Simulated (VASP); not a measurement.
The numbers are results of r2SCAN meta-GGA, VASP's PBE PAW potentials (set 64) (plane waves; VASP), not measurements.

VASP ran on this input.

### INCAR
```
# general
SYSTEM   =  Al3Pt2
PREC     =  Accurate
ENCUT    =  400
LREAL    =  .False.   # projection in real space or not
LASPH    =  .True.   # aspherical one-centre terms

# electronic loop
EDIFF    =  1E-6
NELM     =  100   # most electronic steps
ALGO     =  Normal
LMAXMIX  =  6   # l cut-off of mixed one-centre charges
LMIXTAU  =  .True.

# smearing
ISMEAR   =  1   # Methfessel-Paxton
SIGMA    =  0.1

# functional
METAGGA  =  R2SCAN

# ions
ISIF     =  2   # forces and stress, cell fixed

# output
LWAVE    =  .False.
LCHARG   =  .False.
```

KPOINTS:
```
kpoints
0
gamma
8 8 6
```

POSCAR:
```
Al3Pt2
1
    4.2071400000     0.0000000000     0.0000000000
   -2.1035700000     3.6434900000     0.0000000000
    0.0000000000     0.0000000000     5.1889600000
Al Pt
3 2
Direct
  0.0000000000   0.0000000000   0.0000000000
  0.3333330000   0.6666670000   0.6468300000
  0.6666670000   0.3333330000   0.3531700000
  0.3333330000   0.6666670000   0.1661300000
  0.6666670000   0.3333330000   0.8338700000
```

POTCAR, in this order: Al Pt (PBE.64 set). Program: vasp_std.

Unless said otherwise, spin-orbit coupling is left out, though it shifts the bands of the heavy elements here.

Question: Predict the energy per atom (σ→0), band gap (on the k-mesh).

Answer: 
| Property | Value |
|---|---|
| energy per atom (σ→0) | -25.737 eV/atom |
| band gap (on the k-mesh) | none (metal, semimetal or under 0.01 eV) |

**OSZICAR**
```
...
DAV:  11    -0.128679798360E+03    0.10326E-02   -0.40835E-03  2032   0.513E-01    0.112E-01
DAV:  12    -0.128681900356E+03   -0.21020E-02   -0.21741E-03  1932   0.379E-01    0.169E-02
DAV:  13    -0.128682264251E+03   -0.36389E-03   -0.29347E-04  1914   0.162E-01    0.198E-02
DAV:  14    -0.128682288844E+03   -0.24593E-04   -0.71454E-06  2214   0.263E-02    0.147E-02
DAV:  15    -0.128682272773E+03    0.16071E-04   -0.66375E-06  2018   0.206E-02    0.362E-03
DAV:  16    -0.128682293438E+03   -0.20666E-04   -0.10929E-05  1882   0.308E-02    0.105E-03
DAV:  17    -0.128682293230E+03    0.20860E-06   -0.22637E-07   998   0.375E-03
   1 F= -.12868229E+03 E0= -.12868267E+03  d E =0.113026E-02
```

The structure comes from a computed database's Al3Pt2 entry (P-3m1); how it stands against other phases isn't given here. The cell was not relaxed at this level. The run is one of a series of settings (GGA removed, LMIXTAU = .TRUE., METAGGA = R2SCAN against the base run), some of them coarse on purpose. The electron count is odd and the run is not spin-polarised, which forces a metal.
